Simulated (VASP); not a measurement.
A run of VASP 6.6.1 is set up as follows.

Contents of POSCAR:

```
Mg2CdO3
1.0
    5.1406100000     -2.9572300000      0.0000000000
    5.1406100000      2.9572300000      0.0000000000
    0.0000000000      0.0000000000      5.3512300000
Mg Cd O
4 2 6
Direct
    0.8345410000      0.5066930000      0.0023540000
    0.1654590000      0.4933070000      0.5023540000
    0.5066930000      0.8345410000      0.5023540000
    0.4933070000      0.1654590000      0.0023540000
    0.1758390000      0.8241610000      0.9911660000
    0.8241610000      0.1758390000      0.4911660000
    0.5321230000      0.8334830000      0.8742560000
    0.1665170000      0.4678770000      0.8742560000
    0.1968350000      0.8031650000      0.4174100000
    0.8334830000      0.5321230000      0.3742560000
    0.4678770000      0.1665170000      0.3742560000
    0.8031650000      0.1968350000      0.9174100000
```

File INCAR.step1:

```
ALGO = Normal
EDIFF = 1E-8
EDIFFG = -0.002
ENCUT = 520
GGA = PE
IBRION = 2
ISIF = 3
ISMEAR = 0
KPAR = 8
LASPH = True
LCHARG = False
LREAL = False
LWAVE = False
NELM = 80
NSW = 40
PREC = Accurate
SIGMA = 0.03
```

The input INCAR.step2:

```
ALGO = Normal
EDIFF = 1E-8
ENCUT = 520
GGA = PE
IBRION = 6
ISIF = 3
ISMEAR = 0
KPAR = 8
LASPH = True
LCHARG = False
LREAL = False
LWAVE = False
NELM = 80
NFREE = 2
NSW = 1
POTIM = 0.015
PREC = Accurate
SIGMA = 0.03
```

Contents of KPOINTS:

```
k-points
0
Gamma
  4 4 4
```

Potentials or basis: VASP PAW PBE potentials, release 64 (Mg, Cd, O).

Command:

```bash
$ cat potpaw_PBE.64/Mg/POTCAR potpaw_PBE.64/Cd/POTCAR potpaw_PBE.64/O/POTCAR > POTCAR
$ cp INCAR.step1 INCAR
$ mpirun -np 8 vasp_std > vasp.out
$ cp CONTCAR POSCAR
$ cp INCAR.step2 INCAR
$ mpirun -np 8 vasp_std > vasp.out
```

Task: Predict the Voigt bulk modulus.

Result: 109 GPa.

Task: Estimate the highest phonon frequency at Γ, LO-TO splitting left out.

Result: 534 cm⁻¹.

Phonon frequencies in cm⁻¹ (negative: imaginary):
```tsv
q point	frequencies
(0.000, 0.000, 0.000)	0 0 0 92 95 112 141 160 193 207 233 266 270 297 319 327 346 354 365 397 405 415 420 430 448 456 488 497 497 513 521 522 523 526 527 534
```
